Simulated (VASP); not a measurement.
Given:

```yaml
crystal:
  lattice:
    - [4.07904, 0.00000, 0.00000]
    - [0.00000, 4.07904, 0.00000]
    - [0.00000, 0.00000, 4.07904]
  atoms:
    - { symbol: Sc, position: [0.00000, 0.00000, 0.00000] }
    - { symbol: Al, position: [0.00000, 0.50000, 0.50000] }
    - { symbol: Al, position: [0.50000, 0.00000, 0.50000] }
    - { symbol: Al, position: [0.50000, 0.50000, 0.00000] }
```

The numbers are results of TPSS meta-GGA, VASP's PBE PAW potentials (set 64) (plane waves; VASP), not measurements. Settings: 520 eV cut-off, 9×9×9 Γ-centred mesh, tetrahedra with Blöchl corrections, potentials Sc_sv Al.

**Question.** Estimate the energy per atom (σ→0), band gap (over mesh and band path) with the smallest direct gap where there is one.

**Answer.** 
```json
{
 "band gap (over mesh and band path)": "none (metal, semimetal or under 0.01 eV)",
 "energy per atom (σ→0)": "-9.679 eV/atom"
}
```

Only differences to runs with the same potentials and settings are physical.

The compound is Al3Sc in the L1_2 structure. It was relaxed first.
